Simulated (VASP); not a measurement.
A convergence study with VASP on Sc (space group no. 194 when undisturbed): a few settings are varied, all else stays as given below, so the limit is that of these other settings. One atom is moved off its site, so that forces are finite.

```
Sc
1.0
    1.65996    -2.87514     0.00000
    1.65996     2.87514     0.00000
    0.00000     0.00000     5.28581
Sc
2
Cartesian
  1.65996   0.95838   1.37145
  1.65997  -0.95838   3.96436
```

Calculation: PBE GGA, VASP's PBE PAW potentials (set 64) (plane waves; VASP 6.6.1). The last row used: 300 eV cut-off, 18×18×10 Γ-centred mesh, Gaussian smearing of 0.010 eV, potentials Sc_sv.

```csv
setting,E (eV/atom),pressure (GPa),largest force (eV/Å),irreducible k-points
SIGMA = 1.0,-6.2756,0.47,0.166,330
SIGMA = 0.5,-6.2547,-0.97,0.158,330
SIGMA = 0.3,-6.2450,-1.32,0.169,330
SIGMA = 0.2,-6.2425,-1.46,0.175,330
SIGMA = 0.1,?,?,?,330
SIGMA = 0.05,?,-1.60,?,330
SIGMA = 0.02,-6.2414,-1.59,0.180,330
SIGMA = 0.01,-6.2414,-1.60,0.181,330
```

### Question
Complete the blanks.

### Answer

- SIGMA = 0.1, E (eV/atom): -6.2417
- SIGMA = 0.1, pressure (GPa): -1.56
- SIGMA = 0.1, largest force (eV/Å): 0.178
- SIGMA = 0.05, E (eV/atom): -6.2415
- SIGMA = 0.05, largest force (eV/Å): 0.179

VASP warned of too few bands at SIGMA = 1.0.

Left out are rungs that failed or repeat a setting and relaxations that didn't move; long series are thinned to 24 rows.

The structure is a typed Sc crystal (space group no. 194). The cell was not relaxed at this level, it is distorted from the ideal structure. VASP warned that the highest band is occupied, so more bands are needed.
